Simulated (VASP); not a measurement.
A VASP calculation is set up with these files.

**POSCAR**
```
BeTe
5.6684280
  0.0000000000   0.5000000278   0.5000000278
  0.5000000278   0.0000000000   0.5000000278
  0.5000000278   0.5000000278   0.0000000000
Be Te
1 1
Cart
  0.0000000000   0.0000000000   0.0000000000
  0.2500000139   0.2500000139   0.2500000139
```

### INCAR
```
! general
SYSTEM  = BeTe
PREC    = Accurate
ENCUT   = 480
LREAL   = .False.
LASPH   = .True.

! electronic loop
EDIFF   = 1E-7
NELM    = 100   ! most electronic steps
ALGO    = Normal   ! blocked Davidson
LMAXMIX = 4   ! l cut-off of mixed one-centre charges

! smearing
ISMEAR  = 0
SIGMA   = 0.05   ! width (eV)

! functional
GGA     = PE

! ions
ISIF    = 2

! output
LWAVE   = .False.
LCHARG  = .False.
```

### KPOINTS
```
Automatic mesh
0
G
 8 8 8
0 0 0
```

POTCAR, in this order: Be Te (PBE.64 set). Program: vasp_std.

### Question
Write an equivalent input for Ansatz.

### Answer
One equivalent input (not run):
Ansatz 0.2 input:
```yaml
crystal:
  lattice:
    - [0.0000000, 2.8342142, 2.8342142]
    - [2.8342142, 0.0000000, 2.8342142]
    - [2.8342142, 2.8342142, 0.0000000]
  atoms:
    - { symbol: Be, position: [0.0000000, 0.0000000, 0.0000000] }
    - { symbol: Te, position: [0.2500000, 0.2500000, 0.2500000] }
kpoints:
  mp_grid: { grid: [8, 8, 8] }
hamiltonian:
  xc: pbe
  pseudopotentials: { kind: paw }
scf:
  occupations: { method: gaussian, width: 0.05 }
  max_iter: 100
output: { forces: true, stress: true, eigenvalues: true }
```
Limits of the translation: each code has its own PAW files, so the cut-off isn't converted (ENCUT is set for VASP's; basis.ecutwfc is left out, and Ansatz then takes the one that its files recommend); Ansatz stops its SCF on the density residual and VASP on the energy change (EDIFF).

The compound is BeTe in the zinc blende structure. It was relaxed first.
